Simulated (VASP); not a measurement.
# InSb (relaxed from the NiAs type structure, space group P6_3/mmc): computed properties

Method: r2SCAN meta-GGA, VASP's PBE PAW potentials (set 64) (plane waves; VASP 6.6.1).

```json
{
  "space_group": "P6_3/mmc (194)",
  "cell": "a = b = 4.2282 Å, c = 7.3602 Å, α = β = 90.00°, γ = 120.00°",
  "volume_per_atom": "28.49 Å³/atom",
  "band gap (over mesh and band path)": "none (metal, semimetal or under 0.01 eV)",
  "density": "6.89 g/cm³"
}
```

```
InSb
1.0
    4.22824     0.00000     0.00000
   -2.11412     3.66177     0.00000
    0.00000     0.00000     7.36022
In Sb
2 2
Direct
  0.00000   0.00000   0.00000
  0.00000   0.00000   0.50000
  0.33333   0.66667   0.25000
  0.66667   0.33333   0.75000
```

Unless said otherwise, spin-orbit coupling is left out, though it shifts the bands of the heavy elements here.

The structure was generated: InSb was put into the NiAs type type (P6_3/mmc), which need not be its known phase. It was relaxed first, which changed the volume by +5 %. Symmetry was kept, so distortions that lower it aren't found.
